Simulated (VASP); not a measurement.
These are PW91 GGA, VASP's PBE PAW potentials (set 64) (plane waves; VASP 6.6.1) values and carry that method's errors.

VASP ran on this input.

**KPOINTS**
```
Automatic mesh
0
Gamma
5 5 7
0 0 0
```

### INCAR
```
# general
SYSTEM   =  SnO2
PREC     =  Accurate
ENCUT    =  520
LREAL    =  .FALSE.
LASPH    =  .TRUE.

# electronic loop
EDIFF    =  1E-7
NELM     =  100
ALGO     =  Normal
LMAXMIX  =  4

# smearing
ISMEAR   =  0
SIGMA    =  0.05

# functional
GGA      =  91

# ions
IBRION   =  2
NSW      =  30
ISIF     =  4
EDIFFG   =  -0.01

# output
LWAVE    =  .FALSE.
LCHARG   =  .FALSE.
```

POSCAR:
```
SnO2
1.0
  4.8753010443   0.0000000000   0.0000000000
  0.0000000000   4.8753010443   0.0000000000
  0.0000000000   0.0000000000   3.2743503466
Sn O
2 4
Direct
  1.0000000000   1.0000000000   1.0000000000
  0.5000000000   0.5000000000   0.5000000000
  0.3064990390   0.3064990390   0.0000000000
  0.8064990390   0.1935009610   0.5000000000
  0.1935009610   0.8064990390   0.5000000000
  0.6935009610   0.6935009610   0.0000000000
```

POTCAR, in this order: Sn_d O (PBE.64 set). Program: vasp_std.

Unless said otherwise, spin-orbit coupling is left out, though it shifts the bands of the heavy elements here.

What does the run give for the energy per atom (σ→0), band gap (on the k-mesh)?

The energy per atom (σ→0) is -6.266 eV/atom and the band gap (on the k-mesh) is 0.41 eV.

**OSZICAR**
```
...
   3 F= -.37598595E+02 E0= -.37598595E+02  d E =-.270987E-02
       N       E                     dE             d eps       ncg     rms          rms(c)
DAV:   1    -0.375986554519E+02   -0.60474E-04   -0.85140E-03  1488   0.642E-01    0.457E-02
DAV:   2    -0.375986399856E+02    0.15466E-04   -0.17491E-04  2033   0.132E-01    0.273E-02
DAV:   3    -0.375986243541E+02    0.15631E-04   -0.12382E-05  2314   0.483E-02    0.439E-03
DAV:   4    -0.375986242893E+02    0.64821E-07   -0.34693E-06  2021   0.134E-02    0.140E-03
DAV:   5    -0.375986242456E+02    0.43688E-07   -0.14391E-07  1289   0.385E-03
   4 F= -.37598624E+02 E0= -.37598624E+02  d E =-.292266E-04
```

The compound is SnO2 in the rutile structure. This cell is one point of a volume scan, at 1.03 of the reference volume. Symmetry was kept, so distortions that lower it aren't found.
